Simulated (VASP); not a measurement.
Write the native input for VASP 6.6.1 that does the following.

```
Task                   : single point
Functional             : PBE
Potentials or basis    : VASP PAW PBE potentials, release 64 (Rb_sv, As, Na_pv)
Cutoff                 : 520 eV
k mesh                 : 8 × 8 × 3
Occupations            : gaussian, width 0.161 eV
Spin                   : no spin polarisation
Dipole correction      : no
Further INCAR settings : ALGO = Fast; EDIFF = 1e-06; NBANDS = 30; ISYM = 0
```

The structure of RbNaAs lies in POSCAR:

```
RbNaAs
1.0
    2.7100117460      4.6929481882      0.0000576437
   -2.7094954910      4.6926501282     -0.0000061055
    0.0001868176      0.0000871992      7.5458515872
Rb As Na
2 2 2
Direct
    0.0008107100      0.0004312554      0.3253742742
    0.0008095173      0.0004313377      0.8253632029
    0.3341509123      0.3337644811      0.5759953659
    0.6674720542      0.6670935741      1.0745569361
    0.6674561967      0.6671066220      0.5765884784
    0.3341592420      0.3337551876      0.0741553953
```

The cell was built by a generator and needn't be a form met in nature.

These files were run (other wordings do the same):

INCAR

```
SYSTEM = RbNaAs
PREC = Accurate
ENCUT = 520
EDIFF = 1E-6
ISMEAR = 0
SIGMA = 0.161
LREAL = .FALSE.
LASPH = .TRUE.
NELM = 100
ALGO = Fast
ISIF = 2
LWAVE = .FALSE.
LCHARG = .FALSE.
GGA = PE
NBANDS = 30
ISYM = 0
```

KPOINTS

```
Automatic mesh
0
G
  8 8 3
  0 0 0
```

Potentials or basis: VASP PAW PBE potentials, release 64 (Rb_sv, As, Na_pv).

Launch:

```sh
$ cat potpaw_PBE.64/Rb_sv/POTCAR potpaw_PBE.64/As/POTCAR potpaw_PBE.64/Na_pv/POTCAR > POTCAR
$ mpirun -np 1 vasp_std > vasp.out
```

Results of the run:

| Quantity | Value |
| --- | --- |
| Pressure | 0.0 GPa |
| Band gap on the k mesh | none (metal or under the smearing width) |

It took 14 min on 1 thread of Intel(R) Xeon(R) Platinum 8488C (Sapphire Rapids) (shared host), peak memory 0.63 GiB.
